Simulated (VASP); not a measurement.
Consider the following.

```xyz
5
Lattice="5.9332 0.0000 0.0000 0.0000 5.9332 0.0000 0.0000 0.0000 5.9332" Properties=species:S:1:pos:R:3 pbc="T T T"
Cs     0.0000     0.0000     0.0000
Pb     2.9666     2.9666     2.9666
Br     2.9666     0.0000     2.9666
Br     0.0000     2.9666     2.9666
Br     2.9666     2.9666     0.0000
```

Calculation: MS2 meta-GGA, VASP's PBE PAW potentials (set 64) (plane waves; VASP). Settings: 520 eV cut-off, 4×4×4 Γ-centred mesh, Gaussian smearing of 0.050 eV, potentials Cs_sv Pb_d Br.

Unless said otherwise, spin-orbit coupling is left out, though it shifts the bands of the heavy elements here.

Question: What does the run give for the energy per atom (σ→0), band gap (on the k-mesh) with the smallest direct gap where there is one?

Answer: 
```
Quantity                                     Value
-----------------------------------  -------------
band gap (on the k-mesh)                   1.79 eV
smallest direct gap (on the k-mesh)        1.79 eV
energy per atom (σ→0)                1.306 eV/atom
```

The absolute energy has meaning only against runs of the same code, potentials and settings.

The compound is CsPbBr3 in the cubic perovskite structure, the ideal cubic form; the compound distorts at low or room temperature. It was relaxed first. The start is the result of an earlier pass.
